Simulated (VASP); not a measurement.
Here is the system:

```xyz
2
Lattice="2.9744 0.0000 0.0000 0.0000 2.9744 0.0000 0.0000 0.0000 2.9744" Properties=species:S:1:pos:R:3 pbc="T T T"
Al     1.4872     1.4872     1.4872
Ni     0.0000     0.0000     0.0000
```

Level of theory: RPBE GGA, VASP's PBE PAW potentials (set 64) (plane waves; VASP). Run with 520 eV cut-off, 12×12×12 Γ-centred mesh, first-order Methfessel-Paxton smearing of 0.10 eV, potentials Al Ni.

Give the stress tensor in GPa (positive for a compressed cell).

```
-7.76   0.00   0.00
 0.00  -7.76   0.00
 0.00   0.00  -7.76
```
The pressure is its mean diagonal, -7.76 GPa.

The compound is NiAl in the CsCl type structure. This cell is one point of a volume scan, at 1.06 of the reference volume. The run is not spin-polarised, so no magnetic state was tried. The electron count is odd and the run is not spin-polarised, which forces a metal.
